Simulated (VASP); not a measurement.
Input:

```
VSi
1.0
   -1.61372     1.61372     5.35746
    1.61372    -1.61372     5.35746
    1.61372     1.61372    -5.35746
V Si
2 2
Direct
  0.74758   0.74758   0.00000
  0.49758   0.99758   0.50000
  0.16842   0.16842   0.00000
  0.91842   0.41842   0.50000
```
Starting moments (μB, in the order of the record's atoms V V Si Si): 0.1 0.1 0.0 0.0.

Method: PBEsol GGA, VASP's PBE PAW potentials (set 64) (plane waves; VASP). Settings: 400 eV cut-off, 15×15×15 Γ-centred mesh, tetrahedra with Blöchl corrections, potentials V_sv Si.

The cores are frozen, which limits the accuracy of field gradients.

**Question.** Give the principal components of the electric field gradient (V/Å²) and the asymmetry η at each nucleus.

**Answer.** 
| atom | Vxx | Vyy | Vzz | η |
|---|---|---|---|---|
| V1 | -7.9 | -5.1 | 12.9 | 0.22 |
| V2 | -7.9 | -5.1 | 12.9 | 0.22 |
| Si3 | 14.1 | 4.3 | -18.4 | 0.54 |
| Si4 | 14.1 | 4.3 | -18.4 | 0.54 |

The structure was generated: VSi was put into the NbAs type (I4_1md), which need not be its known phase. It was relaxed first.
